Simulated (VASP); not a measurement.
## K: energy against volume

K (bcc, Im-3m, 70.804 Å³/atom and stress up to 0.01 GPa in the relaxed cell, cube axes along x, y and z) under an equal strain ε along all three axes. PBEsol in VASP (plane waves, PAW), 480 eV, 12×12×12 Γ-centred mesh, Methfessel-Paxton smearing 0.10 eV.

Here V stands for volume and E for E less E0.

```
volume (Å³/atom)  E less E0 (meV/atom)  pressure (GPa)
----------------  --------------------  --------------
64.6209                              ?               ?
66.6402                           3.38            0.25
67.6654                           1.92            0.18
68.7010                           0.88            0.12
69.7472                           0.25            0.05
70.8040                           0.00            0.00
71.8714                           0.13           -0.06
72.9494                           0.61           -0.11
74.0382                           1.43           -0.16
75.1378                           2.59           -0.20
```

Taking the third-order Birch-Murnaghan form, a cubic in V^(-2/3) for E over the 9 complete rows: With u = V^(-2/3) - 0.0585, the rows have u = 0.0023381, 0.0017221, 0.0011153, 0.0005177, -0.0000710, -0.0006510, -0.0012223, -0.0017852, -0.0023399. Least squares gives E = 0.011 + 176.3·u + 543334·u² - 1123523·u³. Residuals (row less fit): 0.001, 0.000, -0.002, 0.002, -0.001, 0.003, 0.001, -0.004, 0.002; standard error 0.003 (degrees of freedom: 5). Its minimum lies at u = -0.0001622, so V0 = (0.0583378)^(-3/2) = 70.97. There d²E/du² = 1088000 and d³E/du³ = -6741000, so B0 = (4/9) × 70.97^(-7/3) × 1088000 × 0.160218 = 3.71 GPa (the last factor turns the table's units into GPa), and B0' = 4 + (2/3) × 0.0583378 × (-6741000)/1088000 = 3.8. B0' rests on the cubic coefficient alone and has a standard error of 0.1 from these residuals.

### Question
Predict the withheld E at V = 64.6209 from the fit, and compare with the calculation.

### Answer
u = 0.0035990, so E = 0.011 + 176.3 × 0.0035990 + 543334 × 0.0035990² - 1123523 × 0.0035990³ = 7.631 meV/atom. The calculation gives 7.63 meV/atom, which the fit meets to the printed digits. The row lies outside the fitted rows, so this is an extrapolation. The scatter of the fitted rows lies at the last printed digit.

In a metal these values are sensitive to mesh and smearing; energies are taken to zero smearing, stresses follow the free energy. Other structures, which can take over under pressure, weren't tried. The same form fitted to the pressure column gives B0' = 3.8; series where the two differ by over 0.4 aren't shown. Rows are the converged runs of the series near zero and its far end, less any whose ions stayed unrelaxed beside relaxed ones; series whose fitted rows scatter by over a few per cent of the range, as at a crossing or softening among them, aren't shown in this form.
